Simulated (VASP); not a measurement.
Consider the following.

```yaml
crystal:
  lattice:
    - [0.00000, 2.82900, 2.82900]
    - [2.82900, 0.00000, 2.82900]
    - [2.82900, 2.82900, 0.00000]
  atoms:
    - { symbol: Ge, position: [0.00000, 0.00000, 0.00000] }
    - { symbol: Ge, position: [0.25000, 0.25000, 0.25000] }
```

Level of theory: PBE GGA, VASP's PBE PAW potentials (set 64) (plane waves; VASP). Settings: 400 eV cut-off, 7×7×7 Γ-centred mesh, Gaussian smearing of 0.050 eV, potentials Ge_d.

Question: Predict the energy per atom (σ→0), pressure, band gap (on the k-mesh) with the smallest direct gap where there is one.

Answer: 
| Quantity | Result |
|---|---|
| band gap (on the k-mesh) | none (metal, semimetal or under 0.01 eV) |
| energy per atom (σ→0) | -4.494 eV/atom |
| pressure | 3.20 GPa |

Only differences to runs with the same potentials and settings are physical.

The compound is Ge in the diamond structure. The cell was not relaxed at this level.
